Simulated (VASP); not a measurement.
VASP ran on this input.

INCAR:
```
SYSTEM=WS2
PREC=Accurate; ENCUT=400; LREAL=F
LASPH=T
EDIFF=1E-7; NELM=100; ALGO=Normal
LMAXMIX=6
ISMEAR=-5
GGA=PS
ISIF=2
LWAVE=F; LCHARG=T; LORBIT=11
NEDOS=601
```

File KPOINTS:
```
Automatic mesh
0
Gamma
9 9 2
0 0 0
```

### POSCAR
```
WS2
1
    1.5732091909    -2.7248782276     0.0000000000
    1.5732091909     2.7248782276     0.0000000000
   -0.0000000000    -0.0000000000    12.5661426009
W S
2 4
Direct
  0.3333330000   0.6666670000   0.2500000000
  0.6666670000   0.3333330000   0.7500000000
  0.3333330000   0.6666670000   0.8748498099
  0.6666670000   0.3333330000   0.3748498099
  0.6666670000   0.3333330000   0.1251501901
  0.3333330000   0.6666670000   0.6251501901
```

POTCAR, in this order: W_sv S (PBE.64 set). Program: vasp_std.

Problem. Write an equivalent input for Ansatz.

Solution. One equivalent input (not run):
Ansatz 0.2 input:
```yaml
crystal:
  lattice:
    - [1.5732092, -2.7248782, 0.0000000]
    - [1.5732092, 2.7248782, 0.0000000]
    - [0.0000000, 0.0000000, 12.5661426]
  atoms:
    - { symbol: W, position: [0.3333330, 0.6666670, 0.2500000] }
    - { symbol: W, position: [0.6666670, 0.3333330, 0.7500000] }
    - { symbol: S, position: [0.3333330, 0.6666670, 0.8748498] }
    - { symbol: S, position: [0.6666670, 0.3333330, 0.3748498] }
    - { symbol: S, position: [0.6666670, 0.3333330, 0.1251502] }
    - { symbol: S, position: [0.3333330, 0.6666670, 0.6251502] }
kpoints:
  mp_grid: { grid: [9, 9, 2] }
hamiltonian:
  xc: pbesol
  pseudopotentials: { kind: paw }
scf:
  occupations: { method: tetrahedron }
  max_iter: 100
output: { forces: true, stress: true, eigenvalues: true }
```
The two are equivalent in intent, not identical: each code has its own PAW files, so the cut-off isn't converted (ENCUT is set for VASP's; basis.ecutwfc is left out, and Ansatz then takes the one that its files recommend); Ansatz stops its SCF on the density residual and VASP on the energy change (EDIFF).

The compound is WS2 in the 2H layered structure. It was relaxed first.
